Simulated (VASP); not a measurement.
Output of a VASP run:

**OSZICAR**
```
       N       E                     dE             d eps       ncg     rms          rms(c)
DAV:   1     0.600261695018E+01    0.60026E+01   -0.31721E+03   464   0.760E+02
DAV:   2    -0.111470563216E+02   -0.17150E+02   -0.16018E+02   736   0.812E+01
DAV:   3    -0.114073789262E+02   -0.26032E+00   -0.26032E+00   584   0.120E+01
DAV:   4    -0.114086683425E+02   -0.12894E-02   -0.12894E-02   736   0.879E-01
DAV:   5    -0.114086743699E+02   -0.60274E-05   -0.60274E-05   608   0.327E-02    0.523E+00
DAV:   6    -0.112591268310E+02    0.14955E+00   -0.86587E-02   600   0.158E+00    0.312E+00
DAV:   7    -0.111940147528E+02    0.65112E-01   -0.14595E-01   584   0.219E+00    0.166E-01
DAV:   8    -0.111954851518E+02   -0.14704E-02   -0.40817E-03   576   0.506E-01    0.833E-02
DAV:   9    -0.111958835418E+02   -0.39839E-03   -0.56076E-04   584   0.167E-01    0.422E-02
DAV:  10    -0.111959010386E+02   -0.17497E-04   -0.20612E-05   624   0.375E-02    0.738E-03
DAV:  11    -0.111959053533E+02   -0.43147E-05   -0.69583E-06   560   0.202E-02    0.544E-03
DAV:  12    -0.111959054159E+02   -0.62656E-07   -0.42776E-07   560   0.588E-03
   1 F= -.11195905E+02 E0= -.11195905E+02  d E =-.111959E+02
       N       E                     dE             d eps       ncg     rms          rms(c)
DAV:   1    -0.111961546921E+02   -0.24934E-03   -0.68955E-03   560   0.475E-01    0.811E-02
DAV:   2    -0.111960328592E+02    0.12183E-03   -0.10052E-04   576   0.700E-02    0.482E-02
DAV:   3    -0.111959686055E+02    0.64254E-04   -0.12826E-04   552   0.588E-02    0.173E-02
DAV:   4    -0.111959685785E+02    0.26999E-07   -0.11125E-06   488   0.981E-03
   2 F= -.11195969E+02 E0= -.11195969E+02  d E =-.631626E-04
       N       E                     dE             d eps       ncg     rms          rms(c)
DAV:   1    -0.111960620483E+02   -0.93443E-04   -0.12089E-03   552   0.200E-01    0.317E-02
DAV:   2    -0.111960413172E+02    0.20731E-04   -0.17657E-05   592   0.294E-02    0.188E-02
DAV:   3    -0.111960315474E+02    0.97698E-05   -0.22699E-05   536   0.247E-02    0.734E-03
DAV:   4    -0.111960316039E+02   -0.56540E-07   -0.18819E-07   264   0.423E-03
   3 F= -.11196032E+02 E0= -.11196032E+02  d E =-.126188E-03
```

### OUTCAR
```
------------------------ aborting loop because EDIFF is reached ----------------------------------------
  FORCE on cell =-STRESS in cart. coord.  units (eV):
  Direction    XX          YY          ZZ          XY          YZ          ZX
  --------------------------------------------------------------------------------------
  Total        0.0009149      0.0009149      0.0009149      0.0000000     -0.0000000      0.0000000
  in kB        0.0364826      0.0364826      0.0364826      0.0000000     -0.0000000      0.0000000
  external PRESSURE =       0.0364826 kB  Pullay stress =       0.0000000 kB
  volume of cell :       40.18
      direct lattice vectors                 reciprocal lattice vectors
    -0.000000000  2.718467245  2.718467245    -0.183927175  0.183927175  0.183927175
     2.718467245  0.000000000  2.718467245     0.183927175 -0.183927175  0.183927175
     2.718467245  2.718467245  0.000000000     0.183927175  0.183927175 -0.183927175
 POSITION                                       TOTAL-FORCE (eV/Angst)
 -----------------------------------------------------------------------------------
      0.00000      0.00000      0.00000         0.000000      0.000000      0.000000
      1.35923      1.35923      1.35923        -0.000000     -0.000000     -0.000000
 -----------------------------------------------------------------------------------
    total drift:                               -0.000000     -0.000000     -0.000000
  FREE ENERGIE OF THE ION-ELECTRON SYSTEM (eV)
  ---------------------------------------------------
  free  energy   TOTEN  =       -11.1960316039 eV

  energy  without entropy=      -11.1960316039  energy(sigma->0) =      -11.19603160

 reached required accuracy - stopping structural energy minimisation
```
(Selected blocks of OUTCAR.)

### POSCAR
```
Si
1
    0.0000000000     2.7155000000     2.7155000000
    2.7155000000     0.0000000000     2.7155000000
    2.7155000000     2.7155000000     0.0000000000
Si
2
Direct
  0.0000000000   0.0000000000   0.0000000000
  0.2500000000   0.2500000000   0.2500000000
```

**Question.** Write an INCAR and KPOINTS that could have produced this output.

**Answer.** Several could match; the one computed here: the input of the run itself, AM05 GGA, plane waves, VASP's PBE PAW potentials (set 64).

**INCAR**
```
# general
SYSTEM  =  Si
PREC    =  Accurate
ENCUT   =  520
LREAL   =  F
LASPH   =  T

# electronic loop
EDIFF   =  1E-6
NELM    =  100
ALGO    =  Normal

# smearing
ISMEAR  =  0
SIGMA   =  0.05

# functional
GGA     =  AM

# ions
IBRION  =  2
NSW     =  60
ISIF    =  3
EDIFFG  =  -0.01

# output
LWAVE   =  F
LCHARG  =  F
```

KPOINTS:
```
Automatic mesh
0
Gamma
8 8 8
0 0 0
```

POTCAR, in this order: Si (PBE.64 set). Program: vasp_std.

The compound is Si in the diamond structure. This run relaxes it. Symmetry was kept, so distortions that lower it aren't found.
